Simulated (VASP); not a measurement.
Here is a VASP 6.6.1 calculation.

File INCAR:

```
SYSTEM = Ir
PREC     = Accurate       ! precision mode
ENCUT    = 600            ! plane-wave cutoff, eV
EDIFF    = 1E-6           ! SCF threshold, eV
ISMEAR   = 1              ! smearing method
SIGMA    = 0.1            ! smearing width, eV
LREAL    = .FALSE.        ! projectors in reciprocal space
LASPH    = .TRUE.         ! aspherical terms in the spheres
NELM     = 120            ! most SCF steps
ALGO     = Normal         ! electronic algorithm
ISIF     = 3              ! what is computed and relaxed
LWAVE    = .FALSE.        ! write WAVECAR
LCHARG   = .FALSE.        ! write CHGCAR
METAGGA  = R2SCAN         ! meta-GGA
LMIXTAU  = .TRUE.       
LUSE_VDW = .TRUE.       
IVDW_NL  = 2            
BPARAM   = 11.95        
CPARAM   = 0.0093       
IBRION   = 2              ! ionic algorithm
NSW      = 40             ! ionic steps
EDIFFG   = -0.005         ! ionic threshold
```

Contents of KPOINTS:

```
regular mesh
0
G
  18 18 18
  0 0 0
```

The input POSCAR:

```
Ir
1.0
    0.0000000000      1.9150000000      1.9150000000
    1.9150000000      0.0000000000      1.9150000000
    1.9150000000      1.9150000000      0.0000000000
Ir
1
Direct
    0.0000000000      0.0000000000      0.0000000000
```

Potentials or basis: VASP PAW PBE potentials, release 64 (Ir).

Run with:

```bash
$ cat potpaw_PBE.64/Ir/POTCAR > POTCAR
$ mpirun -np 1 vasp_std > vasp.out
```

**Question.** Predict the relaxed volume.

**Answer.** 14.23 Å³/atom.

**Question.** Predict the space group after relaxing (to 0.05 Å).

**Answer.** Fm-3m (No. 225).

**Question.** What does it give for the relaxed cell?

**Answer.** a = 2.720 Å, b = 2.720 Å, c = 2.720 Å, α = 60.00°, β = 60.00°, γ = 60.00°.

**Question.** Predict the band gap on the k mesh.

**Answer.** None (metal or under the smearing width).

Step by step:
```csv
step,energy change (eV),largest force (eV/Å),pressure (GPa),volume (Å³)
1,0.0000,0.0000,5.16,14.05
2,0.0412,0.0000,-17.57,14.98
3,-0.0028,0.0000,-0.12,14.23
4,-0.0028,0.0000,0.00,14.23
```

Caveat: the PAW data sets were made with another functional, which shifts forces and pressure a little; pairwise dispersion overbinds metals, which lowers pressure and volume. Spin-orbit coupling is left out, which matters for the levels of Ir.
